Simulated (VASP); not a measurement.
The system is WS2 (Tungstenite).

```
CELL_PARAMETERS angstrom
3.18000 0.00000 0.00000
-1.59000 2.75396 0.00000
0.00000 0.00000 12.50000
ATOMIC_POSITIONS crystal
W 0.33333 0.66667 0.25000
W 0.66667 0.33333 0.75000
S 0.33333 0.66667 0.62500
S 0.66667 0.33333 0.12500
S 0.33333 0.66667 0.87500
S 0.66667 0.33333 0.37500
```

```yaml
Program: VASP 6.6.1
Task: relaxation of cell and atoms
Functional: LDA
Potentials_or_basis: VASP PAW LDA potentials, release 64 (W_sv, S)
Cutoff: 600 eV
k_mesh: 12 × 12 × 3
Occupations: gaussian, width 0.03 eV
Spin: no spin polarisation
```

At the start: pressure -5.2 GPa; volume 18.24 Å³/atom.

Q: Where does the relaxation end?

A: Over 14 steps the energy falls by 12.6 meV/atom and the volume is 17.19 Å³/atom (-5.8 %); space group P6_3/mmc (No. 194, to 0.05 Å).

The path:
```tsv
step	energy change (eV)	largest force (eV/Å)	pressure (GPa)	volume (Å³)
1	0.0000	0.3130	-5.24	109.47
2	0.2000	1.6105	12.81	100.28
3	-0.0568	0.2463	-0.21	106.42
4	-0.0569	0.2579	-0.10	106.36
5	-0.0666	0.0308	-0.10	105.62
6	-0.0667	0.0557	-0.09	105.70
7	-0.0678	0.0515	-0.11	105.53
8	-0.0708	0.0392	-0.14	105.02
9	-0.0747	0.0154	-0.14	103.98
10	-0.0718	0.0339	0.02	101.91
11	-0.0755	0.0121	-0.07	103.41
12	-0.0755	0.0074	-0.07	103.24
13	-0.0750	0.0064	0.36	102.77
14	-0.0756	0.0042	0.03	103.13
```

Final structure:
```
W S
1.0
     3.12974    0.00000    0.00000
    -1.56487    2.71043    0.00000
     0.00000    0.00000   12.15697
W S
2 4
Cartesian
  0.0000 1.8070 3.0392
  1.5649 0.9035 9.1177
  0.0000 1.8070 7.5547
  1.5649 0.9035 1.4763
  0.0000 1.8070 10.6807
  1.5649 0.9035 4.6022
```
